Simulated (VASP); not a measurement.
Here is a VASP 6.6.1 calculation.

The input INCAR:

```
PREC = Accurate
ENCUT = 520
EDIFF = 1E-7
ISMEAR = 0
SIGMA = 0.15
LREAL = False
LASPH = True
NELM = 60
ALGO = Fast
ISIF = 2
LWAVE = False
LCHARG = False
NBANDS = 21
```

The input KPOINTS:

```
Automatic mesh
0
Gamma
  14 14 14
```

The input POSCAR:

```
TlBi
1.0
    3.9917090000      0.0000000000      0.0000000000
    0.0000000000      3.9917090000      0.0000000000
    0.0000000000      0.0000000000      3.9917090000
Tl Bi
1 1
Direct
    0.0000000000      0.0000000000      0.0000000000
    0.5000000000      0.5000000000      0.5000000000
```

Potentials or basis: VASP PAW LDA potentials, release 64 (Tl_d, Bi_d).

Run with:

```console
$ cat potpaw_LDA.64/Tl_d/POTCAR potpaw_LDA.64/Bi_d/POTCAR > POTCAR
$ mpirun -np 1 vasp_std > vasp.out
```

Q: Predict the band gap on the k mesh.

A: None (metal or under the smearing width).

Q: Estimate the pressure.

A: -4.3 GPa.

Caveat: spin-orbit coupling is left out, which moves the levels of the heavy elements.
